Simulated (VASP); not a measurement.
# RhPb: structure and properties in VASP

Wanted: the relaxed cell of RhPb and its properties. The steps: full relaxation (AM05), single point with fields (AM05), band structure (AM05), total and projected DOS (AM05), zone-centre phonons (AM05), volume scan with AM05, fit for AM05 and optical spectrum (AM05). The start is a cell from a database of measured crystal structures.

Main program and level: VASP 6.6.1; AM05; plane waves and PAW (Rh_pv, Pb_d).

## Step 1: The starting structure

Before any relaxation, the start is as follows. The structure is hexagonal, space group P6/mmm (No. 191). The conventional cell has a = 5.678 Å, b = 5.678 Å, c = 4.428 Å, α = 90.00°, β = 90.00°, γ = 120.00°. Nearest to Rh lie 6 Pb at 2.75 to 2.84 Å and 4 Rh at 2.84 Å. Nearest to Pb lie 6 Rh at 2.75 Å. Pb has 6 Rh at 2.84 Å nearest. Farther neighbours are not listed.

## Step 2: Full relaxation (AM05)

Properties are meant for the cell that this level of theory prefers, so cell and atoms are relaxed first (ISIF = 3) until forces and stress are small; EDIFFG sets the threshold. AM05 is built from the electron gas and the surface model, and does well on lattice constants.

File INCAR:

```
SYSTEM = RhPb
PREC = Accurate
ENCUT = 400
EDIFF = 1E-06
NELM = 100
ISMEAR = 1
SIGMA = 0.2
LREAL = .FALSE.
ALGO = Normal
GGA = AM
NBANDS = 53
LASPH = .TRUE.
LORBIT = 11
LWAVE = .FALSE.
LCHARG = .FALSE.
KPAR = 4
IBRION = 2
NSW = 60
ISIF = 3
EDIFFG = -0.01
```

File POSCAR:

```
RhPb
1.0
    5.6780000000      0.0000000000      0.0000000000
   -2.8390000000      4.9172922427      0.0000000000
    0.0000000000      0.0000000000      4.4280000000
Rh Pb
3 3
Direct
    0.5000000000      0.0000000000      0.0000000000
    0.5000000000      0.5000000000      0.0000000000
    0.0000000000      0.5000000000      0.0000000000
    0.3333333333      0.6666666667      0.5000000000
    0.6666666667      0.3333333333      0.5000000000
    0.0000000000      0.0000000000      0.0000000000
```

File KPOINTS:

```
Automatic mesh
0
Gamma
4 4 5
0 0 0
```

The projector-augmented-wave data sets are Rh_pv and Pb_d (PBE family, release 64).

Run with:

```sh
mpirun -np 4 vasp_std
```

The log of the run:

```text
[banner, memory and clock lines left out]
running    4 mpi-ranks, on    1 nodes
 distrk:  each k-point on    1 cores,    4 groups
 distr:  one band on    1 cores,    1 groups

 POSCAR found type information on POSCAR RhPb
 POSCAR found :  2 types and       6 ions
|                                                                             |
|               ----> ADVICE to this user running VASP <----                  |
|                                                                             |
|     You enforced a specific xc type in the INCAR file but a different       |
|     [... a line on the potential file left out ...]
|     I HOPE YOU KNOW WHAT YOU ARE DOING!                                     |
|                                                                             |

 LDA part: xc-table for (Slater+PW92), standard interpolation
 POSCAR, INCAR and KPOINTS ok, starting setup
 FFT: planning ... GRIDC
 FFT: planning ... GRID_SOFT
 FFT: planning ... GRID
 WAVECAR not read
 entering main loop
       N       E                     dE             d eps       ncg     rms          rms(c)
DAV:   1     0.113171056833E+04    0.11317E+04   -0.40258E+04  1312   0.174E+03
DAV:   2     0.784386918493E+02   -0.10533E+04   -0.10251E+04  1334   0.560E+02
DAV:   3    -0.309190265418E+02   -0.10936E+03   -0.10425E+03  1435   0.208E+02
DAV:   4    -0.360772511638E+02   -0.51582E+01   -0.51150E+01  1563   0.467E+01
DAV:   5    -0.362473526019E+02   -0.17010E+00   -0.17000E+00  1695   0.776E+00    0.122E+01
DAV:   6    -0.352573645061E+02    0.98999E+00   -0.11544E+00  1571   0.863E+00    0.600E+00
DAV:   7    -0.349853725306E+02    0.27199E+00   -0.83560E-01  1633   0.651E+00    0.842E-01
DAV:   8    -0.349866508694E+02   -0.12783E-02   -0.95543E-02  1541   0.246E+00    0.419E-01
DAV:   9    -0.349846913532E+02    0.19595E-02   -0.14697E-02  1524   0.116E+00    0.105E-01
DAV:  10    -0.349848491854E+02   -0.15783E-03   -0.16700E-03  1602   0.497E-01    0.565E-02
DAV:  11    -0.349849683493E+02   -0.11916E-03   -0.27040E-04  1524   0.102E-01    0.155E-02
DAV:  12    -0.349849828836E+02   -0.14534E-04   -0.33912E-05  1377   0.664E-02    0.783E-03
DAV:  13    -0.349849853006E+02   -0.24170E-05   -0.83720E-06  1257   0.222E-02    0.215E-03
DAV:  14    -0.349849854479E+02   -0.14730E-06   -0.10291E-06  1036   0.116E-02
   1 F= -.34984985E+02 E0= -.34984275E+02  d E =-.349850E+02
 curvature:   0.00 expect dE= 0.000E+00 dE for cont linesearch  0.000E+00
 trial: gam= 0.00000 g(F)=  0.144E-46 g(S)=  0.201E-01 ort = 0.000E+00 (trialstep = 0.100E+01)
 search vector abs. value=  0.201E-01
 bond charge predicted
       N       E                     dE             d eps       ncg     rms          rms(c)
DAV:   1    -0.356156170210E+02   -0.63063E+00   -0.12896E+01  1476   0.320E+01    0.581E+00
DAV:   2    -0.351673413553E+02    0.44828E+00   -0.33332E+00  1350   0.132E+01    0.246E+00
DAV:   3    -0.350016223161E+02    0.16572E+00   -0.51371E-01  1565   0.572E+00    0.763E-01
DAV:   4    -0.349858028287E+02    0.15819E-01   -0.77866E-02  1570   0.223E+00    0.248E-01
DAV:   5    -0.349854283102E+02    0.37452E-03   -0.65340E-03  1708   0.598E-01    0.148E-01
DAV:   6    -0.349852943207E+02    0.13399E-03   -0.12376E-03  1621   0.216E-01    0.284E-02
DAV:   7    -0.349853100909E+02   -0.15770E-04   -0.83947E-05  1468   0.574E-02    0.122E-02
DAV:   8    -0.349853111747E+02   -0.10838E-05   -0.47240E-06  1211   0.136E-02    0.227E-03
DAV:   9    -0.349853111370E+02    0.37746E-07   -0.67088E-07   746   0.791E-03
   2 F= -.34985311E+02 E0= -.34985384E+02  d E =-.325689E-03
[...]
3 F= -.34990172E+02 E0= -.34989844E+02  d E =-.518676E-02
[...]
4 F= -.34991053E+02 E0= -.34991075E+02  d E =-.880807E-03
 trial-energy change:   -0.000881  1 .order   -0.000828   -0.002106    0.000449
 step:   0.7587(harm=  0.7438)  dis= 0.00000  next Energy=   -34.991089 (dE=-0.916E-03)
 bond charge predicted
       N       E                     dE             d eps       ncg     rms          rms(c)
DAV:   1    -0.349916370702E+02   -0.58436E-03   -0.17145E-02  1387   0.845E-01    0.133E-01
DAV:   2    -0.349912448524E+02    0.39222E-03   -0.17442E-03  1500   0.376E-01    0.710E-02
DAV:   3    -0.349911333858E+02    0.11147E-03   -0.27193E-04  1637   0.139E-01    0.364E-02
DAV:   4    -0.349910889153E+02    0.44470E-04   -0.12164E-04  1717   0.824E-02    0.568E-03
DAV:   5    -0.349910901980E+02   -0.12827E-05   -0.18077E-05  1472   0.389E-02    0.274E-03
DAV:   6    -0.349910903460E+02   -0.14800E-06   -0.87799E-07   664   0.795E-03
   5 F= -.34991090E+02 E0= -.34991053E+02  d E =-.918138E-03
 curvature:  -0.41 expect dE=-0.952E-06 dE for cont linesearch -0.924E-06
 trial: gam= 0.00000 g(F)=  0.147E-46 g(S)=  0.231E-05 ort =-0.765E-04 (trialstep = 0.874E+00)
 search vector abs. value=  0.231E-05
 reached required accuracy - stopping structural energy minimisation
```

The job ended after 1.9 min (4 MPI ranks of AMD EPYC 7R43, shared host; peak memory 0.81 GiB; 7.4 min of CPU time).

Lines that name or quote the potential files are left out of all logs, and their timing lines are given in words.

From OUTCAR (step 2):

```text
ion  position               nearest neighbor table
   1  0.500  0.000  0.000-   4 2.75   5 2.75   4 2.75   5 2.75   6 2.84   6 2.84   2 2.84   2 2.84
                             3 2.84   3 2.84
   2  0.500  0.500  0.000-   4 2.75   5 2.75   4 2.75   5 2.75   3 2.84   3 2.84   6 2.84   1 2.84
                             1 2.84   6 2.84
   3  0.000  0.500  0.000-   4 2.75   5 2.75   4 2.75   5 2.75   2 2.84   2 2.84   6 2.84   6 2.84
                             1 2.84   1 2.84
   4  0.333  0.667  0.500-   3 2.75   3 2.75   1 2.75   1 2.75   2 2.75   2 2.75   5 3.28   5 3.28
                             5 3.28   6 3.96   6 3.96   6 3.96   6 3.96   6 3.96   6 3.96
   5  0.667  0.333  0.500-   3 2.75   3 2.75   1 2.75   1 2.75   2 2.75   2 2.75   4 3.28   4 3.28
                             4 3.28   6 3.96   6 3.96   6 3.96   6 3.96   6 3.96   6 3.96
   6  0.000  0.000  0.000-   1 2.84   1 2.84   3 2.84   3 2.84   2 2.84   2 2.84   5 3.96   4 3.96
                             5 3.96   4 3.96   5 3.96   4 3.96   4 3.96   5 3.96   4 3.96   4 3.96

  LATTYP: Found a hexagonal cell.
 ALAT       =     5.6780000000
 C/A-ratio  =     0.7798520606

 Subroutine GETGRP returns: Found 24 space group operations
 (whereof 24 operations were pure point group operations)

The static configuration has the point symmetry D_6h.

 Found     12 irreducible k-points:

   k-points           NKPTS =     12   k-points in BZ     NKDIM =     12   number of bands    NBANDS=     53

   dimension x,y,z NGX =    40 NGY =   40 NGZ =   30
   dimension x,y,z NGXF=    80 NGYF=   80 NGZF=   60

   ENCUT  =  400.0 eV  29.40 Ry    5.42 a.u.   9.26  9.26  7.22*2*pi/ulx,y,z

   NELECT =      87.0000    total number of electrons

 k-points in reciprocal lattice and weights: Automatic mesh
   0.00000000  0.00000000  0.00000000       0.013
   0.25000000 -0.00000000  0.00000000       0.075
   0.50000000 -0.00000000  0.00000000       0.038
   0.25000000  0.25000000  0.00000000       0.075
   0.00000000  0.00000000  0.20000000       0.025
   0.25000000 -0.00000000  0.20000000       0.150
   0.50000000 -0.00000000  0.20000000       0.075
   0.25000000  0.25000000  0.20000000       0.150
   0.00000000  0.00000000  0.40000000       0.025
   0.25000000 -0.00000000  0.40000000       0.150
   0.50000000 -0.00000000  0.40000000       0.075
   0.25000000  0.25000000  0.40000000       0.150

 average (electrostatic) potential at core
       1 -72.2987       2 -72.2987       3 -72.2987       4 -87.6634       5 -87.6634
       6 -87.8378

 E-fermi :   9.1887

 k-point     1 :       0.0000    0.0000    0.0000
  band No.  band energies     occupation
    ...
     39       8.3095      2.00000
     40       8.3897      2.00000
     41       8.3897      2.00000
     42       8.4265      2.00000
     43       8.4265      2.00000
     44       9.2619      0.42451
     45       9.9563     -0.00000
     46      11.3619     -0.00000
     47      11.3619     -0.00000
     48      12.2967     -0.00000
    ...

 k-point     2 :       0.2500   -0.0000    0.0000
  band No.  band energies     occupation
    ...
     38       7.0049      2.00000
     39       8.0714      2.00000
     40       8.2923      2.00000
     41       8.4046      2.00000
     42       8.6066      2.00031
     43       9.5015     -0.04947
     44      10.0544     -0.00000
     45      10.0920     -0.00000
     46      11.7165     -0.00000
     47      11.8881     -0.00000
    ...

 k-point     3 :       0.5000   -0.0000    0.0000
  band No.  band energies     occupation
    ...
     38       7.3805      2.00000
     39       7.6226      2.00000
     40       7.9814      2.00000
     41       8.2639      2.00000
     42       8.3986      2.00000
     43      10.1523     -0.00000
     44      10.3456     -0.00000
     45      11.0392     -0.00000
     46      11.1286     -0.00000
     47      11.5194     -0.00000
    ...

  Total        0.0058669      0.0058669     -0.0147732      0.0000000      0.0000000      0.0000000
  in kB        0.0766159      0.0766159     -0.1929235      0.0000000      0.0000000      0.0000000
  external PRESSURE =      -0.0132306 kB  Pullay stress =       0.0000000 kB

  energy-cutoff  :      400.00
  volume of cell :      122.69
      direct lattice vectors                 reciprocal lattice vectors
     5.647225423  0.000000000  0.000000000     0.177078109  0.102236094 -0.000000000
    -2.823612712  4.890640677  0.000000000     0.000000000  0.204472188 -0.000000000
     0.000000000  0.000000000  4.442207850     0.000000000 -0.000000000  0.225113285

 POSITION                                       TOTAL-FORCE (eV/Angst)
 -----------------------------------------------------------------------------------
      2.82361      0.00000      0.00000         0.000000     -0.000000      0.000000
      1.41181      2.44532      0.00000         0.000000     -0.000000      0.000000
     -1.41181      2.44532      0.00000         0.000000      0.000000      0.000000
     -0.00000      3.26043      2.22110         0.000000      0.000000     -0.000000
      2.82361      1.63021      2.22110        -0.000000     -0.000000      0.000000
     -0.00000      0.00000      0.00000         0.000000      0.000000      0.000000
 -----------------------------------------------------------------------------------
    total drift:                               -0.000000      0.000000     -0.000000

  FREE ENERGIE OF THE ION-ELECTRON SYSTEM (eV)
  ---------------------------------------------------
  free  energy   TOTEN  =       -34.9910903460 eV

  energy  without entropy=      -34.9909789633  energy(sigma->0) =      -34.99105322

 reached required accuracy - stopping structural energy minimisation

 total charge
# of ion       s       p       d       tot
------------------------------------------
    1        0.314   6.225   7.329  13.868
    2        0.314   6.225   7.329  13.868
    3        0.314   6.225   7.329  13.868
    4        1.236   1.001   9.865  12.102
    5        1.236   1.001   9.865  12.102
    6        1.266   0.864   9.853  11.983
--------------------------------------------------
tot          4.679  21.541  51.569  77.790

[... 3 further parts left out ...]
```

This run has no spin polarisation. Its electron count is odd, so without a moment it is a metal by construction. The k-mesh is coarse for a metal. The PAW data sets were made with PBE, which is usual practice but a small mismatch for other functionals. The run keeps the 24 symmetry operations of its start, so it cannot find a distortion of lower symmetry.

Relaxation path:

```
step  energy less that of the first step (eV)  largest force (eV/Å)  pressure (GPa)  volume (Å³)
   1                                   0.0000                0.0000           -0.97       123.63
   2                                  -0.0003                0.0000            1.45       121.40
   3                                  -0.0052                0.0000            0.23       122.49
   4                                  -0.0061                0.0000           -0.03       122.73
   5                                  -0.0061                0.0000            0.00       122.69
```

| conventional cell, symmetrised | before | after | change |
| --- | --- | --- | --- |
| a (Å) | 5.678 | 5.647 | -0.5 % |
| b (Å) | 5.678 | 5.647 | -0.5 % |
| c (Å) | 4.428 | 4.442 | +0.3 % |
| volume (Å³/atom) | 20.61 | 20.45 | -0.8 % |

Final coordinates:

```xyz
6
Lattice="5.6472 0.0000 0.0000 -2.8236 4.8906 0.0000 0.0000 0.0000 4.4422" Properties=species:S:1:pos:R:3 pbc="T T T"
Rh    2.8236    0.0000    0.0000
Rh    1.4118    2.4453    0.0000
Rh   -1.4118    2.4453    0.0000
Pb    0.0000    3.2604    2.2211
Pb    2.8236    1.6302    2.2211
Pb    0.0000    0.0000    0.0000
```

Numbers from this step:

* electrons: 87
* bands: 53
* irreducible k-points: 12
* symmetry operations: 24
* free energy (TOTEN): -34.99 eV
* Fermi energy: 9.189 eV
* pressure: -0.001323 GPa
* metallic: yes
* SCF cycles over all ionic steps: 44

It ends with forces that vanish by symmetry and a pressure of 0.00 GPa. The volume lies -0.8 % from that of the database's start, which holds the thermal and zero-point expansion of its experiment.

[end of part 1 of 7]

[Lines on the potential files, build, host, timing and source positions are cut from VASP's logs without a mark.]

[Logs are printed without paths, hosts, clocks, repeated set-up lines and the standing remarks that a program may print on its own settings, such as how far it seeks lower states.]

[Hosts, paths, dates, database ids (printed as entryN), source tags and the programs' standing remarks are cut or masked in the printed files.]

[A measured line is paired with the nearest computed mode of its activity, which favours agreement.]
